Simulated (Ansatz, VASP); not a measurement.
# Sn9P15O56 (Sn_P2): VASP beside Ansatz, part 2 of 2

Aim: how closely do two programs agree when they are given the same cell, functional and k mesh? The cell is taken from a series of runs on this material, whose earlier steps may have relaxed, scaled, displaced or heated it; both programs get it as it stands.

VASP 6.6.1 and Ansatz 0.2.0.

So far: Starting point; Ansatz: single point, PBEsol.

### Step 3. VASP: single point, PBEsol

Level of this step: PBEsol, spin-polarised from a ferromagnetic start; plane waves and PAW (Sn_d, P, O) (VASP).

The same cell, functional, mesh and smearing now go to VASP, with its own data sets.

Lines of VASP's logs that name or quote its potential files are left out, and so is its time.

File INCAR:

```
SYSTEM = Sn9P15O56
PREC = Accurate
ENCUT = 520
EDIFF = 1E-06
NELM = 200
ISMEAR = -1
SIGMA = 0.01
LREAL = Auto
ALGO = Normal
GGA = PS
NBANDS = 328
ISPIN = 2
MAGMOM = 0 -0 0 0 0 -0 0 -0 0 -0 -0 -0 0 0 0 0 0 -0 -0 0 0 -0 -0 -0 0 0 0 0 0.01 -0 0 0 -0 0 0 0 0 0 0 -0 0 0 0.53 0 0 0 -0 0 0 0 0.03 0 0 0 0 0 -0 0 0 0 0.24 0 0 0 0.01 -0 -0 0 0 0 0 0.01 0 0 0 0 0 0 0.01 0
LORBIT = 11
LWAVE = .FALSE.
LCHARG = .FALSE.
ISIF = 2
ISYM = 0
NUPDOWN = 1
LASPH = .TRUE.
GGA_COMPAT = .FALSE.
KPAR = 4
```

File POSCAR:

```
Sn9P15O56
1.0
   -4.7940559592      9.9047918260      7.9743432417
    5.1340544012     -3.7416265943      7.8233299189
    5.0685115527      3.7041807868     -7.8651871090
Sn P O
9 15 56
Direct
    0.4767180846      0.4911502072      0.2334446451
    0.4609747648      0.9838308367      0.7239669644
    0.9662378805      0.4835966642      0.7272264108
    0.9757582342      0.9865348888      0.2285955505
    0.0292230426      0.0119799311      0.7706584585
    0.0315219879      0.5099788744      0.2767889528
    0.5275481086      0.9987806632      0.2584346610
    0.5282045860      0.5251746184      0.7713827887
    0.6390407496      0.2145443422      0.6722337352
    0.1443418256      0.2013329495      0.1822825678
    0.1349576419      0.7018519876      0.6830896791
    0.6382927431      0.6978526575      0.1764773923
    0.3864227149      0.2927061493      0.3635586377
    0.3755698481      0.7875549353      0.8557619109
    0.8874764021      0.2971271844      0.8749515598
    0.8839196289      0.7928417457      0.3604345564
    0.1194945686      0.2060770087      0.6387210578
    0.1160402859      0.6988380052      0.1359719749
    0.6191729800      0.2031736350      0.1368725949
    0.6146395869      0.7254607290      0.6461025215
    0.3586715929      0.2897919698      0.8144372016
    0.3582235942      0.7905292821      0.3085851034
    0.8612874705      0.2893917906      0.3162178861
    0.8593844996      0.7982810474      0.8178024492
    0.3887977789      0.3243854030      0.2303225304
    0.3759965231      0.8133092844      0.7176835894
    0.8742913129      0.3285223630      0.7338954094
    0.8872595000      0.8228398435      0.2272173374
    0.3767937256      0.4193077777      0.9895692777
    0.3657245582      0.9160943208      0.4811900391
    0.8625464634      0.4081385150      0.4862289643
    0.8684185339      0.9176371459      0.9922717006
    0.4525098940      0.1732989381      0.3797115169
    0.4275110299      0.6537709262      0.8592650846
    0.9617508701      0.1853183006      0.8851167703
    0.9410501252      0.6655775306      0.3705526834
    0.2648083348      0.2136118843      0.3034989555
    0.2543374867      0.7320579250      0.8183726780
    0.7752668784      0.2196933176      0.8393021237
    0.7598334779      0.7279940123      0.3050999021
    0.0730209471      0.1463128919      0.2389546895
    0.0625723389      0.6469057971      0.7378118211
    0.5494153090      0.1831481956      0.7781415061
    0.5730054942      0.6575402381      0.2511754330
    0.1330257422      0.3629945816      0.2102553604
    0.1202990448      0.8563129760      0.6933202131
    0.6330725949      0.4133073569      0.6946065159
    0.6172572776      0.8421203434      0.1660649667
    0.0860622715      0.0590412112      0.4665266619
    0.0763694088      0.5500638823      0.9632540509
    0.5749752960      0.0563083021      0.9617275903
    0.5750559575      0.5715234560      0.4786042466
    0.4131898691      0.4416545310      0.5322588977
    0.4197875855      0.9396861384      0.0252952116
    0.9280103790      0.4512494435      0.0443105958
    0.9209741691      0.9429600046      0.5321515606
    0.3609062632      0.1301247770      0.7956653149
    0.3769159559      0.6374024389      0.3008919422
    0.8790181657      0.1344780925      0.3035914751
    0.8723147340      0.6393626946      0.7967950628
    0.4329284320      0.3273131107      0.7443675482
    0.4219907422      0.8400306123      0.2391107589
    0.9341502833      0.3471301739      0.2637138304
    0.9283288160      0.8537603970      0.7584812934
    0.2416976739      0.2848718655      0.6932096814
    0.2374667642      0.7617139134      0.1796801088
    0.7422299788      0.2602967514      0.1803918512
    0.7385285706      0.7799272047      0.6943702006
    0.0555032527      0.3284191500      0.6321287680
    0.0584110931      0.8262115743      0.1278176785
    0.5660336195      0.3376354637      0.1403495250
    0.5626444088      0.8564040220      0.6321613123
    0.1364675083      0.0822273094      0.0082141083
    0.1344065792      0.5805187709      0.5148948297
    0.6323180011      0.0346522702      0.4745591244
    0.6246227705      0.5639345268      0.0041787559
    0.1249398454      0.1693460699      0.7709016638
    0.1200562003      0.6724589256      0.2748775313
    0.6187406978      0.1677495255      0.2676051341
    0.6030284497      0.7103305105      0.7837533627
```

File KPOINTS:

```
Points of the shifted mesh
8
Reciprocal
 0.2500000000  0.2500000000  0.2500000000 1
 0.2500000000  0.2500000000  0.7500000000 1
 0.2500000000  0.7500000000  0.2500000000 1
 0.2500000000  0.7500000000  0.7500000000 1
 0.7500000000  0.2500000000  0.2500000000 1
 0.7500000000  0.2500000000  0.7500000000 1
 0.7500000000  0.7500000000  0.2500000000 1
 0.7500000000  0.7500000000  0.7500000000 1
```

Potentials, in the order of the species: Sn_d, P and O (PBE family, release 64).

Run with:

```sh
mpirun -np 8 vasp_std
```

Numbers of over 12 decimals in the logs are rounded to 6 here.

The log of the run:

```text
[banner, memory and clock lines left out]
running    8 mpi-ranks, on    1 nodes
[...]
|                                                                             |
|           W    W    AA    RRRRR   N    N  II  N    N   GGGG   !!!           |
|           W    W   A  A   R    R  NN   N  II  NN   N  G    G  !!!           |
|           W    W  A    A  R    R  N N  N  II  N N  N  G       !!!           |
|           W WW W  AAAAAA  RRRRR   N  N N  II  N  N N  G  GGG   !            |
|           WW  WW  A    A  R   R   N   NN  II  N   NN  G    G                |
|           W    W  A    A  R    R  N    N  II  N    N   GGGG   !!!           |
|                                                                             |
|     For optimal performance we recommend to set                             |
|       NCORE = 2 up to number-of-cores-per-socket                            |
|     NCORE specifies how many cores store one orbital (NPAR=cpu/NCORE).      |
|     This setting can greatly improve the performance of VASP for DFT.       |
[...]
|                                                                             |
|     You enforced a specific xc type in the INCAR file but a different       |
|     [... a line on the potential file left out ...]
|     I HOPE YOU KNOW WHAT YOU ARE DOING!                                     |
|                                                                             |

 LDA part: xc-table for (Slater+PW92), standard interpolation
 POSCAR, INCAR and KPOINTS ok, starting setup
[...]
entering main loop
       N       E                     dE             d eps       ncg     rms          rms(c)
DAV:   1     0.858767054803E+04    0.85877E+04   -0.22797E+05 10512   0.193E+03
DAV:   2     0.865663884082E+03   -0.77220E+04   -0.73826E+04 11664   0.542E+02
DAV:   3    -0.537275073871E+03   -0.14029E+04   -0.13638E+04 11416   0.246E+02
DAV:   4    -0.646367035615E+03   -0.10909E+03   -0.10733E+03 13032   0.738E+01
[...]
DAV:  17    -0.578409217880E+03   -0.88292E-05   -0.85616E-06 12264   0.125E-02    0.755E-03
DAV:  18    -0.578409222302E+03   -0.44222E-05   -0.60229E-06 10880   0.117E-02    0.369E-03
DAV:  19    -0.578409223206E+03   -0.90394E-06   -0.40570E-06  9544   0.755E-03
   1 F= -.57840922E+03 E0= -.57840922E+03  d E =-.700803E-12  mag=     1.0000
```

OUTCAR, selected parts (step 3):

```text
  FREE ENERGIE OF THE ION-ELECTRON SYSTEM (eV)
  ---------------------------------------------------
  free  energy   TOTEN  =      -578.4092232058 eV

  energy  without entropy=     -578.4092232058  energy(sigma->0) =     -578.40922321

 magnetization (x)
# of ion       s       p       d       tot
------------------------------------------
    1        0.000   0.000   0.000   0.001
    2       -0.004  -0.004   0.001  -0.007
    3       -0.000   0.000   0.000   0.000
    4       -0.000  -0.000   0.000   0.000
    5       -0.000   0.000   0.000   0.000
    6       -0.000  -0.000   0.000  -0.000
    7        0.000   0.000   0.000   0.000
    8       -0.000  -0.001   0.000  -0.002
    9       -0.003  -0.007   0.003  -0.007
   10       -0.000  -0.000   0.000  -0.000
   11       -0.000  -0.000   0.000  -0.000
   12       -0.000  -0.000   0.000  -0.000
   13       -0.000  -0.000   0.000  -0.000
[...]
--------------------------------------------------
tot          0.016   0.815   0.005   0.835

[... 2 further parts left out ...]
[key lines of the parts left out:]
E-fermi :   1.5456
```

The run ends at a pressure of 0.29 GPa, with forces up to 0.070 eV/Å.

### Step 4. Comparison

Known differences besides the potentials themselves: VASP starts from the moments at which Ansatz ended; the cutoff is 420 eV in Ansatz and 520 eV in VASP (PREC = Accurate, projectors in real space); Ansatz makes its cores anew for this functional, VASP keeps those of its PBE data sets; site moments are counted in spheres of each program's own size. Total energies have different zeros and are not compared.

The two programs side by side:

| quantity | Ansatz | VASP | difference |
| --- | --- | --- | --- |
| total moment, fixed by the input (μB) | 1.00 | 1.00 | 0.00 |
| moment on O43 (μB) | 0.53 | 0.50 | +0.03 |
| moment on O61 (μB) | 0.23 | 0.26 | -0.03 |

Forces on 7 of the 80 atoms, those with the largest forces and the largest differences (eV/Å; atoms numbered as in POSCAR):

| atom | Ansatz x, y, z | VASP x, y, z |
| --- | --- | --- |
| P12 | -0.013, -0.005, 0.014 | 0.019, 0.058, -0.020 |
| P16 | 0.002, 0.002, 0.000 | -0.001, -0.031, -0.054 |
| P19 | -0.007, -0.006, 0.003 | -0.012, 0.013, 0.067 |
| P20 | -0.007, 0.001, -0.006 | -0.022, 0.038, 0.048 |
| O37 | -0.003, -0.002, 0.001 | 0.000, -0.029, 0.058 |
| O66 | 0.000, -0.001, 0.000 | 0.016, 0.029, -0.062 |
| O67 | 0.000, -0.002, 0.003 | 0.021, 0.020, -0.057 |

The forces differ by 23 meV/Å r.m.s., where the r.m.s. force is 0.006 eV/Å in Ansatz and 0.023 eV/Å in VASP: the atoms lie near their places of rest in Ansatz, so a percentage would say little (all taken over all components).

### Step 5. Results

| Property | Result |
| --- | --- |
| r.m.s. force difference (single point, PBEsol) | 23 meV/Å |

The r.m.s. force difference is 23 meV/Å (single point, PBEsol), beyond the 12 meV/Å picked in this series as the mark of a large difference. What causes the difference of the single point, PBEsol pair stays open here. Such differences can come from data sets, numerical settings and the points named under the comparisons, not from the functional's error against experiment.

[Lines on the potential files, build, host, timing and source positions are cut from VASP's logs without a mark.]

[Logs are printed without paths, hosts, clocks, repeated set-up lines and the standing remarks that a program may print on its own settings, such as how far it seeks lower states.]

[Hosts, paths, dates, database ids (printed as entryN), source tags and the programs' standing remarks are cut or masked in the printed files.]
